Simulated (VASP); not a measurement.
Consider the following.

```xyz
3
Lattice="0.0000 2.3100 2.3100 2.3100 0.0000 2.3100 2.3100 2.3100 0.0000" Properties=species:S:1:pos:R:3 pbc="T T T"
Li     1.1550     1.1550     1.1550
Li     3.4650     3.4650     3.4650
O      0.0000     0.0000     0.0000
```

The numbers are results of PBEsol GGA, VASP's PBE PAW potentials (set 64) (plane waves; VASP), not measurements. Settings: 520 eV cut-off, 9×9×9 Γ-centred mesh, Gaussian smearing of 0.050 eV, potentials Li_sv O.

Energy and stress use the plane-wave basis of the starting cell.

Q: The ions, cell shape and volume are relaxed. What does this cell relax into?

A: 
```xyz
3
Lattice="0.0000 2.2923 2.2923 2.2923 0.0000 2.2923 2.2923 2.2923 0.0000" Properties=species:S:1:pos:R:3 pbc="T T T"
Li     1.1461     1.1461     1.1461
Li     3.4384     3.4384     3.4384
O      0.0000     0.0000     0.0000
```
Space group Fm-3m (225), at a tolerance of 0.03 Å.

Q: How do energy and volume change from the first to the last step?

A: The energy (σ→0) changes by -1.0 meV/atom and the volume by -2.3 %, in 3 ionic steps.

The compound is Li2O in the antifluorite structure. This run relaxes it. Symmetry was kept, so distortions that lower it aren't found.
